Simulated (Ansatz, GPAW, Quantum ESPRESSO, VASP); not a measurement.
Te2Au (C2/m, 3 atoms in the cell) computed with different codes at matched settings

Self-consistent single point.

```yaml
crystal:
  lattice:
    - [3.62209, -2.10455, 0.00000]
    - [3.62209, 2.10455, 0.00000]
    - [-0.01077, 0.00000, 5.19449]
  atoms:
    - { symbol: Te, position: [0.31867, 0.31867, 0.28912] }
    - { symbol: Te, position: [0.68133, 0.68133, 0.71088] }
    - { symbol: Au, position: [0.00000, 0.00000, 0.00000] }
```

Shared settings, as Ansatz (a first-principles code) writes them: kpoints.mp_grid.grid = 7 7 5; scf.occupations.method = gaussian; scf.occupations.width = 0.1 eV. Potentials and cutoffs stand in the table.

```tsv
code	model	pressure (GPa)	largest force (eV/Å)	cutoff
Ansatz	LDA (PW92), PAW files made with PBE	-4.37	0.164	default
VASP	LDA (PZ), VASP's LDA PAW potentials (set 64)	-4.37	0.151	300 eV
Quantum ESPRESSO	LDA (PZ), GBRV 1.5 ultrasoft (LDA) pseudopotentials	-4.02	0.107	40 Ry
GPAW	LDA (Perdew-Wang 92), GPAW PAW datasets LDA (gpaw-data 1.0.1)	-4.55	0.130	600 eV
```

On Ansatz's run: spin-orbit coupling is off.

The spread over the programs that give each value: pressure within 0.53 GPa; largest force within 0.057 eV/Å.

Ansatz's pressure is given at a fixed set of plane waves, as the other plane-wave codes print theirs; with its correction for the finite basis it is -4.32 GPa. The same LDA comes in different parametrisations, which differ slightly.

VASP's run is marked for a possible Pulay error in its stress at this cutoff; no cutoff test was made.

The starting cell comes from a database of computed structures (which also holds hypothetical and non-ambient phases and stackings), without a prior relaxation at this level.

Left out of this page: CP2K, Elk, FLEUR and SIESTA (not drawn, or without a comparable value).

Keys are those of Ansatz 0.2.
